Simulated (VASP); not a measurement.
A run of VASP 6.6.1 is set up as follows.

Contents of INCAR:

```
PREC = Accurate
ENCUT = 600
EDIFF = 1E-6
ISMEAR = 0
SIGMA = 0.03
LREAL = F
LASPH = T
NELM = 80
ALGO = Normal
ISIF = 3
LWAVE = F
LCHARG = F
GGA = CA
IBRION = 2
NSW = 90
EDIFFG = -0.01
LATTICE_CONSTRAINTS = .TRUE. .TRUE. .FALSE.
KPAR = 4
```

KPOINTS

```
regular mesh
0
Gamma
  12 12 1
```

POSCAR

```
WSe2
1.0
    3.2900000000      0.0000000000      0.0000000000
   -1.6450000000      2.8492235800      0.0000000000
    0.0000000000      0.0000000000     34.3162600000
Se W
6 3
Direct
    0.3333333300      0.6666666700      0.2622663400
    0.3333333300      0.6666666700      0.3597787200
    0.6666666700      0.3333333300      0.4512438100
    0.6666666700      0.3333333300      0.5487561900
    0.3333333300      0.6666666700      0.6402212800
    0.3333333300      0.6666666700      0.7377336600
    0.6666666700      0.3333333300      0.3110225300
    0.3333333300      0.6666666700      0.5000000000
    0.6666666700      0.3333333300      0.6889774700
```

Potentials or basis: VASP PAW LDA potentials, release 64 (Se, W_sv).

Launch:

```sh
$ cat potpaw_LDA.64/Se/POTCAR potpaw_LDA.64/W_sv/POTCAR > POTCAR
$ mpirun -np 4 vasp_std > vasp.out
```

(1) Predict the relaxed volume.

(2) What does it give for the relaxed cell?

Results:

(1) 34.96 Å³/atom.

(2) a = 3.254 Å, b = 3.254 Å, c = 34.316 Å, α = 90.00°, β = 90.00°, γ = 120.00°.
